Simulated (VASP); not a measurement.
These are LDA (Ceperley-Alder, Perdew-Zunger), VASP's LDA PAW potentials (set 64) (plane waves; VASP) values and carry that method's errors. Each cell was relaxed at this level.

Task: Which of these has an unstable (imaginary) mode at Γ?
A) BaTiO3, P4mm (99)
B) HgTe, F-43m (216)
C) CaCd2P2, P-3m1 (164)
D) Cu2Se, Fm-3m (225)

Result: A, BaTiO3, P4mm (99). Its optical Γ-point modes are 84i (×2), 180, 184 (×2), 286, 295, 296 (×2), 478 (×2), 512 cm⁻¹.
